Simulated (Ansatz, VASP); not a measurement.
**Cross-check of InNi2SbO6 between VASP and Ansatz**

Aim: how closely do two programs agree when they are given the same cell, functional and k mesh? The cell is taken from a series of VASP runs on this material, whose earlier steps may have relaxed, scaled or displaced it; both programs get it as it stands.

Method: plane waves, with VASP 6.6.1 beside it; single point at PBEsol, DFT+U, in Ansatz 0.2.0.

## 1. The structure

It takes space group R3 (No. 146, trigonal). Conventional cell: a = 5.286 Å, b = 5.286 Å, c = 14.240 Å, α = 90.00°, β = 90.00°, γ = 120.00°. Nearest to In lie 6 O at 2.13 to 2.29 Å. Nearest to Ni lie 6 O at 2.05 to 2.15 Å. Nearest to Ni lie 6 O at 2.08 to 2.16 Å. Nearest to Sb lie 6 O at 2.00 to 2.06 Å. O has 1 Sb at 2.00 Å and 2 Ni at 2.08 to 2.15 Å and 1 In at 2.29 Å nearest. O has 2 Ni at 2.05 to 2.16 Å and 1 Sb at 2.06 Å and 1 In at 2.13 Å nearest. Farther neighbours and most contacts between anions are not listed.

Coordinates:

```
In Ni Sb O
1.0
     2.64315    1.52603    4.74667
    -2.64315    1.52603    4.74667
     0.00000   -3.05205    4.74667
In Ni Sb O
1 2 1 6
Direct
  0.20568 0.20568 0.20568
  0.99837 0.99837 0.99837
  0.49317 0.49317 0.49317
  0.69595 0.69595 0.69595
  0.78646 0.08386 0.41287
  0.08386 0.41287 0.78646
  0.41287 0.78646 0.08386
  0.30214 0.88285 0.61504
  0.88285 0.61504 0.30214
  0.61504 0.30214 0.88285
```

## 2. VASP: single point, PBEsol, DFT+U

With cell and atoms fixed, the geometry can't cause a difference; cores, projectors, grids and the points listed under the comparison can.

Lines of VASP's logs that name or quote its potential files are left out, and so is its time.

Contents of INCAR:

```
SYSTEM = InNi2SbO6
PREC = Normal
ENCUT = 480
EDIFF = 1E-06
NELM = 150
ISMEAR = -1
SIGMA = 0.1
LREAL = .FALSE.
ALGO = Normal
GGA = PS
NBANDS = 47
ISPIN = 2
MAGMOM = 0 2 -2 0 0 0 0 0 0 0
LDAU = .TRUE.
LDAUTYPE = 2
LDAUL = -1 2 -1 -1
LDAUU = 0 6 0 0
LDAUJ = 0 0 0 0
LDAUPRINT = 1
LASPH = .TRUE.
LMAXMIX = 4
LORBIT = 11
LWAVE = .FALSE.
LCHARG = .TRUE.
KPAR = 4
AMIX = 0.2
BMIX = 1E-04
AMIX_MAG = 0.8
BMIX_MAG = 1E-04
```

Contents of POSCAR:

```
InNi2SbO6
1.0
    2.6431540372      1.5260256949      4.7466677741
   -2.6431540372      1.5260256949      4.7466677741
    0.0000000000     -3.0520513898      4.7466677741
In Ni Sb O
1 2 1 6
Direct
    0.2056830000      0.2056830000      0.2056830000
    0.9983680000      0.9983680000      0.9983680000
    0.4931743300      0.4931743300      0.4931743300
    0.6959510000      0.6959510000      0.6959510000
    0.7864580000      0.0838620000      0.4128670000
    0.0838620000      0.4128670000      0.7864580000
    0.4128670000      0.7864580000      0.0838620000
    0.3021400000      0.8828500000      0.6150450000
    0.8828500000      0.6150450000      0.3021400000
    0.6150450000      0.3021400000      0.8828500000
```

Contents of KPOINTS:

```
Automatic mesh
0
Gamma
6 6 6
0 0 0
```

PAW data sets: In_d, Ni, Sb and O (PBE family, release 64).

Run with:

```
$ mpirun -np 4 vasp_std
```

Numbers of over 12 decimals in the logs are rounded to 6 here.

The log of the run:

```text
[banner, memory and clock lines left out]
running    4 mpi-ranks, on    1 nodes
 distrk:  each k-point on    1 cores,    4 groups
 distr:  one band on    1 cores,    1 groups

 POSCAR found type information on POSCAR InNiSbO
 POSCAR found :  4 types and      10 ions
|                                                                             |
|               ----> ADVICE to this user running VASP <----                  |
|                                                                             |
|     You enforced a specific xc type in the INCAR file but a different       |
|     [... a line on the potential file left out ...]
|     I HOPE YOU KNOW WHAT YOU ARE DOING!                                     |
|                                                                             |

 LDA part: xc-table for (Slater+PW92), standard interpolation
 POSCAR, INCAR and KPOINTS ok, starting setup
 FFT: planning ... GRIDC
 FFT: planning ... GRID_SOFT
 FFT: planning ... GRID
 WAVECAR not read
 entering main loop
       N       E                     dE             d eps       ncg     rms          rms(c)
DAV:   1     0.879600897713E+03    0.87960E+03   -0.32482E+04  7543   0.182E+03
DAV:   2     0.818653772644E+02   -0.79774E+03   -0.75697E+03  8284   0.493E+02
DAV:   3    -0.561784353980E+02   -0.13804E+03   -0.13439E+03  8486   0.212E+02
DAV:   4    -0.650187411569E+02   -0.88403E+01   -0.86591E+01  9058   0.561E+01
DAV:   5    -0.653853245578E+02   -0.36658E+00   -0.36572E+00 10114   0.118E+01    0.297E+01
DAV:   6    -0.586815607289E+02    0.67038E+01   -0.50871E+01 11712   0.728E+01    0.245E+01
DAV:   7    -0.592574613572E+02   -0.57590E+00   -0.96889E+00 10935   0.249E+01    0.171E+01
DAV:   8    -0.595223759561E+02   -0.26491E+00   -0.13763E+00 10560   0.139E+01    0.106E+01
DAV:   9    -0.598822424856E+02   -0.35987E+00   -0.70835E-01 12762   0.149E+01    0.360E+00
DAV:  10    -0.599426393193E+02   -0.60397E-01   -0.21330E-01  9439   0.603E+00    0.205E+00
DAV:  11    -0.599351195605E+02    0.75198E-02   -0.12502E-01 11922   0.366E+00    0.907E-01
DAV:  12    -0.599395490998E+02   -0.44295E-02   -0.27869E-02 10404   0.222E+00    0.446E-01
DAV:  13    -0.599411763191E+02   -0.16272E-02   -0.27578E-03 10737   0.920E-01    0.178E-01
DAV:  14    -0.599415874755E+02   -0.41116E-03   -0.11301E-03 11257   0.379E-01    0.773E-02
[...]
DAV:  18    -0.599417694836E+02   -0.73583E-05   -0.18085E-05 10592   0.395E-02    0.146E-02
DAV:  19    -0.599417769457E+02   -0.74621E-05   -0.88271E-06 10289   0.424E-02    0.952E-03
DAV:  20    -0.599417856560E+02   -0.87103E-05   -0.91417E-06  8470   0.429E-02    0.842E-03
DAV:  21    -0.599417901893E+02   -0.45333E-05   -0.72585E-06  9012   0.285E-02    0.637E-03
DAV:  22    -0.599417924681E+02   -0.22787E-05   -0.27966E-06  6471   0.173E-02    0.538E-03
DAV:  23    -0.599417950266E+02   -0.25585E-05   -0.26624E-06  4800   0.234E-02    0.352E-03
DAV:  24    -0.599417971369E+02   -0.21103E-05   -0.38427E-06  6937   0.217E-02    0.289E-03
DAV:  25    -0.599417978722E+02   -0.73530E-06   -0.16838E-06  5732   0.990E-03
   1 F= -.59941798E+02 E0= -.59941764E+02  d E =-.685793E-04  mag=    -0.0000
```

From OUTCAR (step 2):

```text
ion  position               nearest neighbor table
   1  0.206  0.206  0.206-   9 2.13   8 2.13  10 2.13   7 2.29   6 2.29   5 2.29   2 2.95   3 3.12
                             3 3.12   3 3.12   2 3.54   2 3.54   2 3.54   4 3.78   4 3.78   4 3.78
   2  0.998  0.998  0.998-  10 2.05   8 2.05   9 2.05   7 2.15   6 2.15   5 2.15   1 2.95   4 3.08
                             4 3.08   4 3.08   1 3.54   1 3.54   1 3.54
   3  0.493  0.493  0.493-   5 2.08   7 2.08   6 2.08   8 2.16  10 2.16   9 2.16   4 2.89   1 3.12
                             1 3.12   1 3.12
   4  0.696  0.696  0.696-   6 2.00   7 2.00   5 2.00   8 2.06  10 2.06   9 2.06   3 2.89   2 3.08
                             2 3.08   2 3.08   1 3.78   1 3.78   1 3.78
   5  0.786  0.084  0.413-   4 2.00   3 2.08   2 2.15   1 2.29
   6  0.084  0.413  0.786-   4 2.00   3 2.08   2 2.15   1 2.29
   7  0.413  0.786  0.084-   4 2.00   3 2.08   2 2.15   1 2.29
   8  0.302  0.883  0.615-   2 2.05   4 2.06   1 2.13   3 2.16
   9  0.883  0.615  0.302-   2 2.05   4 2.06   1 2.13   3 2.16
  10  0.615  0.302  0.883-   2 2.05   4 2.06   1 2.13   3 2.16

  LATTYP: Found a trigonal (rhomboedric) cell.
 ALAT       =     5.6432147437
 COS(alpha) =     0.5612452927

 Subroutine GETGRP returns: Found  3 space group operations
 (whereof  3 operations were pure point group operations)

The static configuration has the point symmetry C_3 .

 Found     40 irreducible k-points:

   k-points           NKPTS =     40   k-points in BZ     NKDIM =     40   number of bands    NBANDS=     47

   dimension x,y,z NGX =    30 NGY =   30 NGZ =   30
   dimension x,y,z NGXF=    60 NGYF=   60 NGZF=   60

   ENCUT  =  480.0 eV  35.28 Ry    5.94 a.u.  10.08 10.08 10.08*2*pi/ulx,y,z

   NELECT =      74.0000    total number of electrons

 k-points in reciprocal lattice and weights: Automatic mesh
   0.00000000  0.00000000  0.00000000       0.005
   0.16666667  0.00000000 -0.00000000       0.028
   0.33333333  0.00000000 -0.00000000       0.028
   0.50000000  0.00000000 -0.00000000       0.014
   0.16666667  0.16666667 -0.00000000       0.028
   0.33333333  0.16666667 -0.00000000       0.028
  -0.33333333 -0.00000000 -0.16666667       0.028
   0.50000000  0.16666667 -0.00000000       0.028
   0.50000000  0.00000000 -0.16666667       0.028
[...]
-0.33333333  0.50000000  0.33333333       0.028
   0.50000000  0.50000000  0.50000000       0.005

atom =   2  type =  2  l = 2

 onsite density matrix

spin component  1

  0.9991 -0.0242 -0.0000 -0.0053 -0.0000
 -0.0242  1.0103 -0.0000 -0.0000 -0.0053
 -0.0000 -0.0000  0.9789  0.0000  0.0000
 -0.0053 -0.0000  0.0000  1.0103  0.0242
 -0.0000 -0.0053  0.0000  0.0242  0.9991

spin component  2

  0.6860  0.3864 -0.0000  0.0780  0.0000
  0.3864  0.4452  0.0000  0.0000  0.0780
 -0.0000  0.0000  0.9769 -0.0000  0.0000
  0.0780  0.0000 -0.0000  0.4452 -0.3864
  0.0000  0.0780  0.0000 -0.3864  0.6860

 occupancies and eigenvectors

  o =  0.1534  v =  0.0000  0.0000  0.0000  0.0000  0.0000 -0.1178  0.0000 -0.0000  0.8038  0.5832      0.0000  0.0000  0.0000  0.0000  0.0000  0.0000  0.0000  0.0000  0.0000  0.0000
  o =  0.1534  v =  0.0000  0.0000  0.0000  0.0000  0.0000 -0.5832  0.8038  0.0000 -0.0000 -0.1178      0.0000  0.0000  0.0000  0.0000  0.0000  0.0000  0.0000  0.0000  0.0000  0.0000
  o =  0.9769  v =  0.0000  0.0000  0.0000  0.0000  0.0000 -0.0000 -0.0000  1.0000  0.0000 -0.0000      0.0000  0.0000  0.0000  0.0000  0.0000  0.0000  0.0000  0.0000  0.0000  0.0000
[...]
o =  0.9783  v =  0.0000  0.0000  0.0000  0.0000  0.0000  0.8117 -0.5777  0.0000 -0.0000 -0.0857      0.0000  0.0000  0.0000  0.0000  0.0000  0.0000  0.0000  0.0000  0.0000  0.0000
  o =  0.9795  v =  0.0000  0.0000  1.0000  0.0000  0.0000  0.0000  0.0000  0.0000  0.0000  0.0000      0.0000  0.0000  0.0000  0.0000  0.0000  0.0000  0.0000  0.0000  0.0000  0.0000
  o =  0.9813  v =  0.0000  0.0000  0.0000  0.0000  0.0000 -0.0000  0.0000  1.0000  0.0000  0.0000      0.0000  0.0000  0.0000  0.0000  0.0000  0.0000  0.0000  0.0000  0.0000  0.0000
  o =  1.0244  v =  0.0000  0.0000  0.0000  0.0000  0.0000  0.0606  0.0000  0.0000 -0.8162  0.5745      0.0000  0.0000  0.0000  0.0000  0.0000  0.0000  0.0000  0.0000  0.0000  0.0000
  o =  1.0244  v =  0.0000  0.0000  0.0000  0.0000  0.0000 -0.5745 -0.8162  0.0000 -0.0000  0.0606      0.0000  0.0000  0.0000  0.0000  0.0000  0.0000  0.0000  0.0000  0.0000  0.0000

 average (electrostatic) potential at core
       1 -93.7336       2 -84.9868       3 -85.2173       4 -86.9753       5 -68.6685
       6 -68.6685       7 -68.6685       8 -68.6138       9 -68.6138      10 -68.6138

 E-fermi :   6.0406

 spin component 1
 k-point     1 :       0.0000    0.0000    0.0000
  band No.  band energies     occupation
    ...
     33       4.4560      1.00000
     34       4.4843      1.00000
     35       4.4843      1.00000
     36       4.9201      0.99999
     37       4.9201      0.99999
     38       6.5965      0.00384
     39       9.1672      0.00000
     40       9.1672      0.00000
     41      10.4550      0.00000
     42      12.2899      0.00000
    ...

 k-point     2 :       0.1667    0.0000   -0.0000
  band No.  band energies     occupation
    ...
     33       4.1485      1.00000
     34       4.3254      1.00000
     35       4.4132      1.00000
     36       4.8528      0.99999
     37       4.9608      0.99998
     38       7.2225      0.00001
     39       9.1164      0.00000
     40       9.1641      0.00000
     41      10.5668      0.00000
     42      12.0718      0.00000
    ...

 k-point     3 :       0.3333    0.0000   -0.0000
  band No.  band energies     occupation
    ...
     33       4.0400      1.00000
     34       4.1315      1.00000
     35       4.2435      1.00000
     36       4.7995      1.00000
     37       4.9971      0.99997
     38       8.1557      0.00000
     39       9.0537      0.00000
     40       9.2138      0.00000
     41      10.2788      0.00000
     42      11.9644      0.00000
    ...

 k-point     4 :       0.5000    0.0000   -0.0000
  band No.  band energies     occupation
    ...
     33       3.9409      1.00000
     34       4.1718      1.00000
     35       4.2725      1.00000
     36       4.7657      1.00000
     37       4.9928      0.99997
     38       8.6123      0.00000
     39       8.9785      0.00000
     40       9.3485      0.00000
     41       9.8811      0.00000
     42      12.2400      0.00000
    ...

 k-point     5 :       0.1667    0.1667   -0.0000
  band No.  band energies     occupation
    ...
     33       4.1066      1.00000
     34       4.3496      1.00000
     35       4.4748      1.00000
     36       4.8172      1.00000
     37       4.9064      0.99999
     38       7.3686      0.00000
     39       9.0759      0.00000
     40       9.1929      0.00000
     41      10.5787      0.00000
     42      12.0760      0.00000
    ...

 k-point     6 :       0.3333    0.1667   -0.0000
  band No.  band energies     occupation
    ...
     33       4.0354      1.00000
     34       4.2015      1.00000
     35       4.3814      1.00000
     36       4.7482      1.00000
     37       4.9696      0.99998
     38       8.0405      0.00000
     39       9.0740      0.00000
     40       9.2190      0.00000
     41      10.4421      0.00000
     42      12.0751      0.00000
    ...

  Total       -6.0211373     -6.0211373     -5.9169825     -0.0006787      0.0000000      0.0000000
  in kB      -83.9778413    -83.9778413    -82.5251765     -0.0094659      0.0000000      0.0000000
  external PRESSURE =     -83.4936197 kB  Pullay stress =       0.0000000 kB

  energy-cutoff  :      480.00
  volume of cell :      114.87
      direct lattice vectors                 reciprocal lattice vectors
     2.643154037  1.526025695  4.746667774     0.189167938  0.109216160  0.070224703
    -2.643154037  1.526025695  4.746667774    -0.189167938  0.109216160  0.070224703
     0.000000000 -3.052051390  4.746667774     0.000000000 -0.218432320  0.070224703

 POSITION                                       TOTAL-FORCE (eV/Angst)
 -----------------------------------------------------------------------------------
      0.00000      0.00000      2.92893        -0.000000     -0.000000     -0.082697
      0.00000      0.00000     14.21676        -0.000000     -0.000000      0.119232
      0.00000      0.00000      7.02280        -0.000000     -0.000000      0.144424
      0.00000      0.00000      9.91034        -0.000000     -0.000000     -0.109724
      1.85707      0.06804      6.09086        -0.080611      0.154761     -0.021556
     -0.86961     -1.64229      6.09086         0.174333     -0.007570     -0.021556
     -0.98746      1.57425      6.09086        -0.093722     -0.147191     -0.021556
     -1.53491     -0.06882      8.54417         0.030572     -0.126512     -0.002189
      0.70785      1.36368      8.54417        -0.124849      0.036780     -0.002189
      0.82706     -1.29486      8.54417         0.094277      0.089732     -0.002189
 -----------------------------------------------------------------------------------
    total drift:                               -0.000003     -0.000001      0.003246

  FREE ENERGIE OF THE ION-ELECTRON SYSTEM (eV)
  ---------------------------------------------------
  free  energy   TOTEN  =       -59.9417978722 eV

  energy  without entropy=      -59.9417292929  energy(sigma->0) =      -59.94176358

 total charge
# of ion       s       p       d       tot
------------------------------------------
    1        0.633   0.617  10.052  11.302
    2        0.342   0.419   8.210   8.971
    3        0.330   0.392   8.185   8.907
    4        0.954   1.027   0.259   2.240
    5        1.564   3.424   0.000   4.988
    6        1.564   3.424   0.000   4.988
    7        1.564   3.424   0.000   4.988
    8        1.564   3.439   0.000   5.003
    9        1.564   3.439   0.000   5.003
   10        1.564   3.439   0.000   5.003
--------------------------------------------------
tot         11.642  23.045  26.707  61.394

 magnetization (x)
# of ion       s       p       d       tot
------------------------------------------
    1        0.001   0.001   0.001   0.003
    2        0.004   0.003   1.756   1.763
    3       -0.005  -0.003  -1.761  -1.768
    4       -0.001  -0.000  -0.001  -0.002
    5       -0.000   0.006   0.000   0.005
    6       -0.000   0.006   0.000   0.005
    7       -0.000   0.006   0.000   0.005
    8        0.001  -0.004   0.000  -0.003
    9        0.001  -0.004   0.000  -0.003
   10        0.001  -0.004   0.000  -0.003
--------------------------------------------------
tot          0.000   0.005  -0.005   0.001

[... 6 further parts left out ...]
```

The run ends at a pressure of -8.35 GPa, with forces up to 0.18 eV/Å.

(Continued in part 2 of 2.)

[Lines on the potential files, build, host, timing and source positions are cut from VASP's logs without a mark.]

[Logs are printed without paths, hosts, clocks, repeated set-up lines and the standing remarks that a program may print on its own settings, such as how far it seeks lower states.]

[Hosts, paths, dates, database ids (printed as entryN), source tags and the programs' standing remarks are cut or masked in the printed files.]
